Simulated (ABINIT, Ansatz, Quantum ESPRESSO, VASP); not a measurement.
# One structure in several programs: LaTl (Pm-3m, 2 atoms in the cell)

Self-consistent single point.

```
LaTl
1.0
    3.97238     0.00000     0.00000
    0.00000     3.97238     0.00000
    0.00000     0.00000     3.97238
La Tl
1 1
Cartesian
  0.00000   0.00000   0.00000
  1.98619   1.98619   1.98619
```

All programs got the same cell, k-point mesh and kind of occupations (in Ansatz's words: kpoints.mp_grid.grid = 8 8 8; scf.occupations.method = gaussian; scf.occupations.width = 0.1 eV); potentials, basis and cutoffs are each program's usual ones.

| code | model | pressure (GPa) | cutoff |
|---|---|---|---|
| Quantum ESPRESSO | PBEsol, PseudoDojo standard norm-conserving (PBESOL) pseudopotentials | -2.07 | 110 Ry |
| ABINIT | PBEsol, norm-conserving pseudopotentials (PseudoDojo nc-sr-04 PBEsol standard) | -2.07 | 110 Ry |
| Ansatz | PBEsol, PAW files made with PBE | -2.05 | default |
| VASP | PBEsol, VASP's PBE PAW potentials (set 64) | -2.40 | 300 eV |

The spread over the programs that give each value: pressure within 0.35 GPa.

The starting cell comes from a database of computed structures (which also holds hypothetical and non-ambient phases and stackings), without a prior relaxation at this level. On Ansatz's run: Spin-orbit coupling is off.

**Question.** Why do the programs differ, and what cannot be compared?

**Answer.** Differences of this kind can come from the potentials, where these differ, and from what each basis and cutoff leave unconverged. The zero of total energies and Fermi levels follows the potentials and each program's conventions, so they are not compared here. Ansatz's pressure is given at a fixed set of plane waves, as the other plane-wave codes print theirs.

VASP's run is marked for a possible Pulay error in its stress at this cutoff; no cutoff test was made.

Left out of this page: CP2K, Elk, FLEUR and SIESTA (not drawn, or without a comparable value).

Ansatz is a program for electronic structure.

Keys are those of Ansatz 0.2.
